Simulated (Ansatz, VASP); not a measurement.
## PbF2 (Fluorocronite) in two plane-wave programs

Wanted: the spread between two codes on one cell, functional and k mesh. The cell is taken from a series of runs on this material, whose earlier steps may have relaxed, scaled, displaced or heated it; both programs get it as it stands.

Main program and level: Ansatz 0.2.0; plane waves, with VASP 6.6.1 beside it; zone-centre phonons at r2SCAN.

**1. Starting point**

It takes space group Fm-3m (No. 225, cubic). The conventional cell has a = 5.921 Å, b = 5.921 Å, c = 5.921 Å, α = 90.00°, β = 90.00°, γ = 90.00°. Pb has 8 F at 2.56 Å nearest. F has 4 Pb at 2.56 Å nearest. Farther neighbours and most contacts between anions are not listed.

**2. Ansatz: zone-centre phonons, r2SCAN**

Ansatz runs on its default PAW (the set named soft_2) files.

Second derivatives magnify differences that forces hide, and they need a tight electronic threshold.

The input, input.yaml:

```yaml
crystal:
  lattice:
    - [0.0, 2.9606164646, 2.9606164646]
    - [2.9606164646, 0.0, 2.9606164646]
    - [2.9606164646, 2.9606164646, 0.0]
  atoms:
    - { symbol: Pb, position: [0.0, 0.0, 0.0] }
    - { symbol: F, position: [0.25, 0.25, 0.25] }
    - { symbol: F, position: [0.75, 0.75, 0.75] }
kpoints:
  mp_grid: { grid: [6, 6, 6] }
hamiltonian:
  xc: r2scan
scf:
  occupations: { method: fixed }
output:
  eigenvalues: true
phonons:
  method: dfpt
  dielectric: true
  rigid_motions: translations
```

The run is started by

```bash
$ ansatz run input.yaml --threads 4 --pin off --max-ram 7168MiB --backend cpu --events-out ev --progress --plain --runs-dir out
```

Numbers of over 12 decimals in the logs are rounded to 6 here.

Output:

```text
Engine: ansatz 0.2.0, aarch64-unknown-linux-gnu
Pseudopotentials: kind: paw
Pseudopotential: Pb, paw, valence charge 14, recommended cutoff 500 eV (meta_gga), Pb.paw.azcp
Pseudopotential: F, paw, valence charge 7, recommended cutoff 500 eV (meta_gga), F.paw.azcp
Functional definition: r2SCAN
  parameter k0 = 0.174
  parameter k1 = 0.065
  parameter a1 = 4.9479
  exchange = r2scan_x(k0 = k0, k1 = k1, a1 = a1)
  correlation = r2scan_c
Crystal: 3 atoms, lattice volume = 51.901 Å³
Basis set: ecut = 500 eV, 1363 PW (Γ), exchange–correlation on 160×160×160 points (125 copies of the dense FFT grid, shifted against one another)
Bands: 18, of which v1, the nominal top of the filled ones, is band 14 counted from 1 (13 counted from 0)
Symmetry: 48 space group operations
k-points: 46 of 216 (irreducible under 4 space group operations, time reversal used)
Non-local potential: Pb, projectors of the file, l = 0: 2, l = 1: 2, l = 2: 2, l = 3: 2
Non-local potential: F, projectors of the file, l = 0: 2, l = 1: 2, l = 2: 1
PAW form: soft (Blöchl's): semilocal exchange-correlation on the pseudo side does not see the compensation charge
PAW frozen core: Pb, regenerated for the run's functional (the file was generated under x = pbe(κ = 0.804, μ = 0.219515), c = pbe(β = 0.066725))
PAW frozen core: F, regenerated for the run's functional (the file was generated under x = pbe(κ = 0.804, μ = 0.219515), c = pbe(β = 0.066725))
PAW one-centre angular grid: Pb, 590 points (default); XC on 160 Gauss nodes
PAW one-centre angular grid: F, 302 points (default); XC on 160 Gauss nodes
Initial density: superposition of atomic densities (neutral atoms: chi_scale 0, normalization atom), corrected by the library's trained network
Initial wavefunctions: pseudopotential atomic-orbital guess
Functional: x = r2scan, c = r2scan; τ floored in thin density (d = 2e-4 eV/Å³)
SCF iter   1: F=—  HF=-13542.209123 eV  |F-HF|=—  |Δ(HF+E_count)|=         —  Δρ=9.34e-3  dr2=4.11e-2  dr2_τ=5.62e-2  ethr=1.77e-3  ⟨swp⟩=5.0  Hψ=3615  notcnv=0  defer=76
preconditioner: auto → none  [insulator: Δε(μ)=5.068 eV  Ē_g=18.197 eV  n_scr=14 (ndim 8)  ℏωp=27.3 eV  f_vac=0.127  ε∞_Penn≈3.2]
SCF iter   2: F=—  HF=-13542.239269 eV  |F-HF|=—  |Δ(HF+E_count)|=   3.01e-2  Δρ=5.50e-3  dr2=5.32e-3  dr2_τ=1.41e-3  ethr=1.47e-4  ⟨swp⟩=2.1  Hψ=1952  notcnv=0  defer=75
SCF iter   3: F=—  HF=-13542.238198 eV  |F-HF|=—  |Δ(HF+E_count)|=   1.07e-3  Δρ=1.50e-3  dr2=8.71e-4  dr2_τ=9.94e-5  ethr=1.90e-5  ⟨swp⟩=2.9  Hψ=1636  notcnv=0  defer=79
SCF iter   4: F=—  HF=-13542.238017 eV  |F-HF|=—  |Δ(HF+E_count)|=   1.81e-4  Δρ=5.66e-4  dr2=5.89e-5  dr2_τ=1.26e-5  ethr=3.11e-6  ⟨swp⟩=2.4  Hψ=1099  notcnv=0  defer=79
SCF iter   5: F=—  HF=-13542.238008 eV  |F-HF|=—  |Δ(HF+E_count)|=   8.38e-6  Δρ=9.80e-5  dr2=1.54e-6  dr2_τ=3.59e-7  ethr=2.10e-7  ⟨swp⟩=2.0  Hψ=1059  notcnv=0  defer=41
SCF iter   6: F=—  HF=-13542.238005 eV  |F-HF|=—  |Δ(HF+E_count)|=   2.81e-6  Δρ=1.93e-5  dr2=1.79e-7  dr2_τ=8.37e-9  ethr=5.49e-9  ⟨swp⟩=2.0  Hψ=1380  notcnv=0  defer=14
SCF iter   7: F=—  HF=-13542.238005 eV  |F-HF|=—  |Δ(HF+E_count)|=   1.29e-8  Δρ=2.90e-6  dr2=3.93e-9  dr2_τ=1.61e-10  ethr=6.41e-10  ⟨swp⟩=2.5  Hψ=1274  notcnv=0  defer=14
SCF iter   8: F=-13542.238005 eV  HF=-13542.238005 eV  |F-HF|=7.28e-12  |Δ(HF+E_count)|=  5.46e-10  Δρ=1.16e-7  dr2=3.97e-12  dr2_τ=4.79e-13  ethr=1.00e-12  ⟨swp⟩=7.0  Hψ=5218  notcnv=0
SCF 1 converged in 8 iterations: F = -13542.238005 eV  dr2 = 3.97e-12
  greatest PAW one-centre occupation: 0.983 electrons in one spin orbital (limit 2), on the Pb atom at site 0 (counted from 0), in its partial waves of l = 2
NSCF: frozen V_eff on 2 k-points
DFPT response loops at Γ: preconditioner auto → none (the input reference at scf.mixing.eps_inf says where Resta's filter doesn't serve); β = 0.50; Broyden in place of MSR1
SCF converged after 8 iterations
Free energy (F): -13542.238005 eV
Harris-Foulkes:  -13542.238005 eV  (|F-HF|=7.28e-12)
Internal energy: -13542.238005 eV  (E = F + TS)
E sigma→0 (E₀):  -13542.238005 eV
Fermi energy:    4.668372 eV
--- Per-component energies (eV) ---
  E_band       = -144.339093
  E_kinetic    = 701.265379
  E_local      = -2256.410837  (includes V_loc(G=0)·N_el)
  E_nonlocal   = 496.496575
  E_hartree    = 869.322214
  E_xc         = -368.593850
  E_vxc        = -379.278781  (∫ρ·V_xc dr)
  E_paw        = -10834.112555  (= ΣΔE_a)
  E_vpaw       = -472.557341  (= ΣTr[D̂ρ^β])
  E_aug_tail   = 0.002127  (compensation charges beyond the density's cutoff)
  E_vtau       = 27.499434  (kinetic-family band-sum trace: ∫τ·v_τ [+ j·A + Jᵃ·Aᵃ] dr)
  E_ewald      = -2151.109778
  E_core_change = 0.902719  (= ΣΔE_core)
  E_smearing   = -0.000000  (= −TS)
  E_closure    = 0.000000  (closes the sum)
  Σ components = -13542.238005   (vs F -13542.238005, Δ=0.00e0)
--- Band table (eV; the first three rows and the last of 46) ---
  k-point 0: bands = [... 10 lower, 2.0128, 2.5211, 2.5211, 2.5211, 12.0059, 12.0059, 12.0059, 15.3958]
  k-point 1: bands = [... 10 lower, 1.9665, 2.4765, 2.4765, 3.2334, 11.0890, 12.2336, 12.2336, 16.9151]
  k-point 2: bands = [... 10 lower, 1.8767, 2.3872, 2.3872, 4.2158, 10.2747, 12.7040, 12.7040, 18.1565]
  k-point 45: bands = [... 10 lower, 1.8284, 2.7948, 2.8640, 4.6684, 10.8463, 11.6270, 12.8836, 15.4500]
--- Phonons (Γ-DFPT): 2 representative perturbations + reference, on 46 of 216 k-points (Σ response iterations 12) ---
  k mesh reduced under 4 symmetry operations, with k and −k counted as one. Each operation leaves every solved perturbation unchanged. A smaller set is not considered because the functional reads the kinetic-energy density
  ASR residual: 1.408e-4 → 0.000e0 eV/Å²; symmetrization residual: 1.870e-5 eV/Å²
  ASR residual per site (eV/Å²): 2.36e-6 1.41e-4 1.41e-4
  Γ frequencies (cm⁻¹): 0.00 0.00 0.00 105.32 105.32 105.32 250.14 250.14 250.14
  ε∞ (high-frequency dielectric tensor):
        3.175101     0.000000     0.000000
        0.000000     3.175101     0.000000
       -0.000000    -0.000000     3.175101
  ε⁰ (static dielectric tensor: ions relaxed, cell fixed):
       30.709058     0.000000     0.000000
        0.000000    30.709058    -0.000000
        0.000000    -0.000000    30.709058
  ε⁰ − ε∞ (ionic part):
       27.533957     0.000000     0.000000
        0.000000    27.533957    -0.000000
        0.000000    -0.000000    27.533957
  softest optical mode at Γ: 105.32 cm⁻¹; the repairs (sum rule, projections) moved no ω² at Γ by more than (2.10 cm⁻¹)²
  Born effective charges Z* (e; rows j = field, columns β = displacement):
    site 0:
         3.21604   -0.00000    0.00000
         0.00000    3.21604    0.00000
         0.00000    0.00000    3.21604
    site 1:
        -1.60802    0.00000   -0.00000
        -0.00000   -1.60802   -0.00000
        -0.00000   -0.00000   -1.60802
    site 2:
        -1.60802    0.00000   -0.00000
        -0.00000   -1.60802   -0.00000
        -0.00000   -0.00000   -1.60802
  Z* charge neutrality: 5.985e-5 e pre-enforcement
  k-mesh period / interband length: 25.1 Å / 1.18 Å = 21.24 at k = (0.0000, -0.5000, -0.5000), direct gap 5.073 eV — 14 or more, which is no proof of convergence
  optical modes at Γ without the LO–TO term, one row a degenerate level:
      ω (cm⁻¹)  modes    IR ((D/Å)²/amu)
        105.32      3            22.2948
        250.14      3             0.0000
  optical modes at Γ + LO–TO along q̂ = [1.0000, 0.0000, 0.0000]:
      ω (cm⁻¹)  modes    IR ((D/Å)²/amu)
        105.32      2            14.8632
        250.14      3             0.0000
        327.53      1             7.4316
  optical modes at Γ + LO–TO along q̂ = [0.0000, 1.0000, 0.0000]:
      ω (cm⁻¹)  modes    IR ((D/Å)²/amu)
        105.32      2            14.8632
        250.14      3             0.0000
        327.53      1             7.4316
  optical modes at Γ + LO–TO along q̂ = [0.0000, 0.0000, 1.0000]:
      ω (cm⁻¹)  modes    IR ((D/Å)²/amu)
        105.32      2            14.8632
        250.14      3             0.0000
        327.53      1             7.4316
```

(Part 1 of 2 ends here.)

[Lines on the potential files, build, host, timing and source positions are cut from VASP's logs without a mark.]

[Logs are printed without paths, hosts, clocks, repeated set-up lines and the standing remarks that a program may print on its own settings, such as how far it seeks lower states.]

[Hosts, paths, dates, database ids (printed as entryN), source tags and the programs' standing remarks are cut or masked in the printed files.]
